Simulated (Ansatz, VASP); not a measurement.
## One calculation of PdPtC4N4, two programs

```
Pd Pt C N
1.0
     6.01771    0.00000    0.00000
     0.00000    6.01771    0.00000
     0.00000    0.00000    6.01771
Pd Pt C N
1 1 4 4
Cartesian
  3.0089 3.0089 3.0089
  0.0000 0.0000 0.0000
  1.1422 1.1422 1.1422
  1.1422 4.8755 4.8755
  4.8755 1.1422 4.8755
  4.8755 4.8755 1.1422
  1.8244 1.8244 1.8244
  1.8244 4.1933 4.1933
  4.1933 1.8244 4.1933
  4.1933 4.1933 1.8244
```

Alike in both runs: functional PBE; k mesh 4 × 4 × 4; occupations gaussian, width 0.1 eV; no spin polarisation.

Ansatz relaxed the structure, and its values are those at the end. VASP's run is a single point on that final structure, the one shown.

|  | VASP | Ansatz |
| --- | --- | --- |
| version | VASP 6.6.1 | Ansatz 0.2.0 |
| potentials or method | VASP PAW PBE potentials, release 64 (Pd, Pt, C, N) | scalar-relativistic, plane waves, PAW |
| plane-wave cutoff (eV) | 520 | 420 |
| valence electrons in the cell | 56 | 72 |

|  | VASP | Ansatz | Ansatz less VASP |
| --- | --- | --- | --- |
| gap on the k mesh at the Fermi level (eV) | none | none | - |
| pressure (GPa) | 0.4 | 0.2 | -0.24 |
| rms of the force components (eV/Å) | 0.157 | 0.007 | -0.1498 |

A gap of «none» marks a metal or a gap that the smearing closes. One of these differences is far larger than is usual between the two programs; its cause wasn't traced. The two sets of potentials don't hold the same shells in valence.

Caveats: the standard files for N, O and F lose accuracy on very short bonds. Spin-orbit coupling is left out, which matters for the levels of Pt.
